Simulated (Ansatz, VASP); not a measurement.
# SiGe in two plane-wave programs, part 2 of 2

Wanted: the spread between two codes on one cell, functional and k mesh. The cell is generated by rule, not measured, and may not be a known phase. Of the first pair: The two relaxations start from unlike cells of this crystal (the structure described is Ansatz's start), so only their ends are compared.

VASP 6.6.1 and Ansatz 0.2.0.

So far: The structure; VASP: relaxation of cell and atoms, PBEsol, pair 1; Ansatz: relaxation of cell and atoms, PBEsol, pair 1; Comparison.

## Step 5: Ansatz: relaxation of cell and atoms, PBEsol, pair 2

Level of this step: Ansatz beside VASP: Kohn-Sham DFT, plane waves, PBEsol (Ansatz).

The relaxed volume is the usual yardstick between codes: in a stiff, nearly cubic crystal its relative difference is about their pressure difference at one cell divided by the bulk modulus. Its start cell is another than that of the pair before, and may be another structure of the material.

The cell is taken from a series of runs on this material, whose earlier steps may have relaxed, scaled, displaced or heated it; both programs get it as it stands.

File input.yaml:

```yaml
crystal:
  lattice:
    - [3.64124031, 3.0897e-06, 0.0]
    - [-1.8206228308, 3.1534050649, 0.0]
    - [0.0, 0.0, 6.1569898636]
  atoms:
    - { symbol: Ge, position: [0.0, 0.0, 0.0] }
    - { symbol: Ge, position: [0.0, 0.0, 0.5] }
    - { symbol: Si, position: [0.3333333333, 0.6666666667, 0.25] }
    - { symbol: Si, position: [0.6666666667, 0.3333333333, 0.75] }
kpoints:
  mp_grid: { grid: [12, 12, 6] }
hamiltonian:
  xc: pbesol
scf:
  occupations: { method: gaussian, width: 0.1 }
output:
  forces: true
  stress: true
  eigenvalues: true
relax:
  adjacent_minimum: "off"
  f_tol: 0.005
  max_steps: 80
  cell: { stress_tol: 0.05 }
```

Started as:

```sh
$ ansatz run input.yaml --threads 4 --pin off --max-ram 7168MiB --backend cpu --events-out ev --progress --plain --runs-dir out
```

Numbers of over 12 decimals in the logs are rounded to 6 here.

The log of the run:

```text
[...]
Crystal: 4 atoms, lattice volume = 70.696 Å³
Basis set: ecut = 420 eV, 1353 PW (Γ), exchange–correlation on 50×50×90 points (8 copies of the dense FFT grid, shifted against one another)
Bands: 22, of which v1, the nominal top of the filled ones, is band 18 counted from 1 (17 counted from 0)
Symmetry: 24 space group operations
[...]
k-points: 76 of 864
[...]
--- Relaxed structure (4 steps of the walk, 4 accepted, 1 SCFs on fresh bases) ---
[...]
cell:  # Å, volume = 70.3551 Å³
    - [3.558344, 3.019383443650812e-6, 0]
    - [-1.779175, 3.081615, -1.1268974874094063e-18]
    - [0, -2.2002553634982957e-18, 6.416068]
  atoms:
    - { symbol: Ge, position: [0, 0, 0] }
    - { symbol: Ge, position: [0, 0, 0.500000] }
    - { symbol: Si, position: [0.333333, 0.666667, 0.250000] }
    - { symbol: Si, position: [0.666667, 0.333333, 0.75] }
[key lines of the parts left out:]
SCF converged after 6 iterations
Free energy (F): -9748.706021 eV
Fermi energy:    9.793934 eV
P = ⅓ Tr σ = -0.0116 GPa (-0.116 kbar)
```

## Step 6: VASP: relaxation of cell and atoms, PBEsol, pair 2

The same cell, functional, mesh and smearing now go to VASP, with its own data sets.

File INCAR:

```
SYSTEM = SiGe
PREC = Accurate
ENCUT = 500
EDIFF = 1E-07
NELM = 120
ISMEAR = 0
SIGMA = 0.1
LREAL = .FALSE.
ALGO = Normal
GGA = PS
NBANDS = 24
LORBIT = 11
LWAVE = .FALSE.
LCHARG = .FALSE.
ISIF = 3
IBRION = 2
NSW = 80
EDIFFG = -0.005
LASPH = .TRUE.
GGA_COMPAT = .FALSE.
NELMIN = 4
KPAR = 2
```

File POSCAR:

```
SiGe
1.0
    3.6412400000      0.0000030000      0.0000000000
   -1.8206230000      3.1534050000      0.0000000000
    0.0000000000      0.0000000000      6.1569900000
Ge Si
2 2
Direct
    0.0000000000      0.0000000000      0.0000000000
    0.0000000000      0.0000000000      0.5000000000
    0.3333333333      0.6666666667      0.2499999188
    0.6666666667      0.3333333333      0.7499999188
```

File KPOINTS:

```
Automatic mesh
0
Gamma
12 12 6
0 0 0
```

PAW data sets: Ge_d and Si (PBE family, release 64).

Started as:

```sh
$ mpirun -np 2 vasp_std
```

The log of the run:

```text
[banner, memory and clock lines left out]
running    2 mpi-ranks, on    1 nodes
[...]
[... a notice as in an earlier step ...]

 LDA part: xc-table for (Slater+PW92), standard interpolation
 POSCAR, INCAR and KPOINTS ok, starting setup
[...]
entering main loop
       N       E                     dE             d eps       ncg     rms          rms(c)
DAV:   1     0.244165936583E+03    0.24417E+03   -0.17623E+04  4248   0.333E+03
DAV:   2     0.169590374642E+02   -0.22721E+03   -0.22083E+03  3744   0.677E+02
DAV:   3    -0.189271522958E+02   -0.35886E+02   -0.35422E+02  4568   0.151E+02
DAV:   4    -0.201461373875E+02   -0.12190E+01   -0.12179E+01  4224   0.312E+01
[...]
DAV:  10    -0.200728332592E+02    0.93009E-06   -0.16731E-05  4648   0.368E-02    0.118E-02
DAV:  11    -0.200728332214E+02    0.37792E-07   -0.22584E-06  4880   0.194E-02    0.146E-03
DAV:  12    -0.200728331331E+02    0.88286E-07   -0.26510E-07  3008   0.802E-03
   1 F= -.20072833E+02 E0= -.20068109E+02  d E =-.200728E+02
[... from here on, the cycles between the ionic steps are left out ...]
   2 F= -.20076983E+02 E0= -.20072420E+02  d E =-.415024E-02
   3 F= -.20077889E+02 E0= -.20073638E+02  d E =-.505550E-02
   4 F= -.20080721E+02 E0= -.20076505E+02  d E =-.283200E-02
   5 F= -.20088101E+02 E0= -.20083693E+02  d E =-.102124E-01
   6 F= -.20085468E+02 E0= -.20080676E+02  d E =-.757964E-02
   7 F= -.20089722E+02 E0= -.20084717E+02  d E =-.118333E-01
   8 F= -.20089750E+02 E0= -.20084828E+02  d E =-.118617E-01
[...]
reached required accuracy - stopping structural energy minimisation
```

From OUTCAR (step 6):

```text
  Total        0.0176735      0.0176735      0.0143633     -0.0000000      0.0000000      0.0000000
  in kB        0.4025379      0.4025380      0.3271445     -0.0000000      0.0000000      0.0000000
  external PRESSURE =       0.3774068 kB  Pullay stress =       0.0000000 kB

 POSITION                                       TOTAL-FORCE (eV/Angst)
 -----------------------------------------------------------------------------------
      0.00000      0.00000      0.00000        -0.000000     -0.000000      0.000000
     -0.00000      0.00000      3.20290        -0.000000     -0.000000      0.000000
     -0.00000      2.05589      1.60145        -0.000000      0.000000      0.000000
      1.78046      1.02795      4.80434         0.000000     -0.000000      0.000000
 -----------------------------------------------------------------------------------
    total drift:                               -0.000000     -0.000000     -0.000050

  FREE ENERGIE OF THE ION-ELECTRON SYSTEM (eV)
  ---------------------------------------------------
  free  energy   TOTEN  =       -20.0897503490 eV

  energy  without entropy=      -20.0799061738  energy(sigma->0) =      -20.08482826

[... 1 part as in an earlier step ...]

[... 3 further parts left out ...]
[key lines of the parts left out:]
E-fermi :   7.2667
```

## Step 7: Differences

Compared:

| quantity | Ansatz | VASP | difference |
| --- | --- | --- | --- |
| volume (Å³) | 70.36 | 70.34 | +0.02 % |
| edge a after relaxation, in the typed setting (Å) | 3.558 | 3.561 | -0.07 % |
| edge c after relaxation, in the typed setting (Å) | 6.416 | 6.406 | +0.16 % |

## Step 8: What came out

| Quantity | Value |
| --- | --- |
| difference in volume (relaxation of cell and atoms, PBEsol, pair 1) | -0.065 % |
| difference in edge c after relaxation, in the typed setting (relaxation of cell and atoms, PBEsol, pair 2) | 0.16 % |

In words: The difference in edge c after relaxation, in the typed setting is 0.16 % (relaxation of cell and atoms, PBEsol, pair 2), within the 1.2 % picked in this series as the mark of a large difference, as far as the stopping tolerances let one tell. 1 further run of this series is not shown here. Such differences can come from data sets, numerical settings and the points named under the comparisons, not from the functional's error against experiment.

[Lines on the potential files, build, host, timing and source positions are cut from VASP's logs without a mark.]

[Logs are printed without paths, hosts, clocks, repeated set-up lines and the standing remarks that a program may print on its own settings, such as how far it seeks lower states.]

[Hosts, paths, dates, database ids (printed as entryN), source tags and the programs' standing remarks are cut or masked in the printed files.]
